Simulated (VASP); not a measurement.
Consider the following.

```xyz
3
Lattice="-1.6017 1.6017 3.9111 1.6017 -1.6017 3.9111 1.6017 1.6017 -3.9111" Properties=species:S:1:pos:R:3 pbc="T T T"
Si     0.0000     0.0000     2.6163
Si     0.0000     0.0000     5.2058
W      0.0000     0.0000     0.0000
```

All values below come from PBEsol GGA, VASP's PBE PAW potentials (set 64) (plane waves; VASP). Run with 400 eV cut-off, Gaussian smearing of 0.050 eV, potentials Si W_sv.

### Question
Give the energies of bands 6 to 14 at the high-symmetry points, in eV from the Fermi level.

### Answer

```
band      Γ      X      P      N       M      S      R
----  -----  -----  -----  -----  ------  -----  -----
6     -6.91  -7.06  -6.67  -9.87  -11.06  -9.36  -8.17
7     -3.73  -6.03  -6.64  -5.78   -3.91  -7.81  -5.93
8     -3.39  -5.47  -6.64  -4.87   -2.61  -3.08  -5.16
9     -2.85  -5.04  -3.02  -2.81   -0.81  -2.70  -4.08
10    -2.85  -3.30  -2.44  -2.79   -0.81  -2.50  -3.16
11     0.64  -1.74  -2.44  -0.44   -0.51  -0.33  -2.31
12     2.82   2.82   0.09   2.73   -0.51   1.77   1.98
13     2.88   3.00   3.00   2.82    0.82   2.54   2.14
14     3.14   3.16   3.67   3.96    4.52   3.56   3.06
```

It has no gap at this level: it comes out as a metal or semimetal.

The structure comes from a measured Si2W entry (I4/mmm) of the Crystallography Open Database, whose conditions weren't checked. It was relaxed first.
